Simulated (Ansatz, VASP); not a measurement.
Te3P in VASP and in Ansatz

```
Te P
1.0
     5.22035    0.00000    0.00000
     0.00000    5.22035    0.00000
     0.00000    0.00000    3.69129
Te P
3 1
Cartesian
  0.0000 2.6102 1.8456
  2.6102 0.0000 1.8456
  2.6102 2.6102 0.0000
  0.0000 0.0000 0.0000
```

Alike in both runs: functional PBE; k mesh 10 × 10 × 12; occupations gaussian, width 0.1 eV; no spin polarisation.

Ansatz relaxed the structure, and its values are those at the end. VASP's run is a single point on that final structure, the one shown.

|  | VASP | Ansatz |
| --- | --- | --- |
| version | VASP 6.6.1 | Ansatz 0.2.0 |
| potentials or method | VASP PAW PBE potentials, release 64 (Te, P) | scalar-relativistic, plane waves, PAW |
| plane-wave cutoff (eV) | 520 | 420 |
| valence electrons in the cell | 23 | 53 |

Ansatz gave:

| Property | Result |
| --- | --- |
| gap on the k mesh at the Fermi level (eV) | none |
| pressure (GPa) | 0.0 |

Task: What did VASP give for the same quantities?

Result: gap on the k mesh at the Fermi level (eV): none; pressure (GPa): -0.1.

A gap of «none» marks a metal or a gap that the smearing closes. The two sets of potentials don't hold the same shells in valence.

The runs have no spin-orbit coupling, so splittings on Te are missing.
